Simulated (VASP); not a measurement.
A convergence study with VASP on YN (rock salt): one setting is varied, all else stays as given below, so the limit is that of these other settings.

```xyz
2
Lattice="0.0000 2.4400 2.4400 2.4400 0.0000 2.4400 2.4400 2.4400 0.0000" Properties=species:S:1:pos:R:3 pbc="T T T"
Y      0.0000     0.0000     0.0000
N      2.4400     2.4400     2.4400
```

Computed with PBE GGA, VASP's PBE PAW potentials (set 64) (plane waves; VASP). The tightest run used: 700 eV cut-off, 18×18×18 Γ-centred mesh, Gaussian smearing of 0.050 eV, potentials Y_sv N.

Gaps are read on the run's mesh, which can miss a band edge.

Question: The settings run are 2×2×2 mesh; 3×3×3 mesh; 4×4×4 mesh; 6×6×6 mesh; 7×7×7 mesh; 8×8×8 mesh; 9×9×9 mesh; 11×11×11 mesh; 12×12×12 mesh; 13×13×13 mesh; 14×14×14 mesh; 15×15×15 mesh; 17×17×17 mesh; 18×18×18 mesh. From which on does the stress (every component) stay within 0.5 GPa of the tightest run?

Answer: From 6×6×6 mesh on: it is off by 0.16 there and by no more than 0.5 in any finer run, while 4×4×4 mesh is off by 0.68.
| setting | E (eV/atom) | pressure (GPa) | gap on the mesh (eV) | irreducible k-points | difference judged (GPa) |
|---|---|---|---|---|---|
| 2×2×2 mesh | -8.5798 | 4.95 | 0.015 | 3 | 2.60 |
| 3×3×3 mesh | -9.0099 | 4.29 | 0.528 | 4 | 1.94 |
| 4×4×4 mesh | -9.0849 | 3.03 | 0.116 | 8 | 0.68 |
| 6×6×6 mesh | -9.1106 | 2.51 | 0.165 | 16 | 0.16 |
| 7×7×7 mesh | -9.1131 | 2.44 | 0.272 | 20 | 0.08 |
| 8×8×8 mesh | -9.1143 | 2.62 | 0.176 | 29 | 0.27 |
| 9×9×9 mesh | -9.1148 | 2.57 | 0.239 | 35 | 0.22 |
| 11×11×11 mesh | -9.1152 | 2.34 | 0.221 | 56 | 0.01 |
| 12×12×12 mesh | -9.1153 | 2.34 | 0.181 | 72 | 0.02 |
| 13×13×13 mesh | -9.1153 | 2.36 | 0.210 | 84 | 0.01 |
| 14×14×14 mesh | -9.1154 | 2.33 | 0.182 | 104 | 0.02 |
| 15×15×15 mesh | -9.1154 | 2.33 | 0.204 | 120 | 0.02 |
| 17×17×17 mesh | -9.1154 | 2.37 | 0.199 | 165 | 0.02 |
| 18×18×18 mesh | -9.1154 | 2.35 | 0.182 | 195 | 0.00 |

Left out are rungs that failed or repeat a setting and relaxations that didn't move; long series are thinned to 24 rows.

The compound is YN in the rock salt structure. The cell was not relaxed at this level.
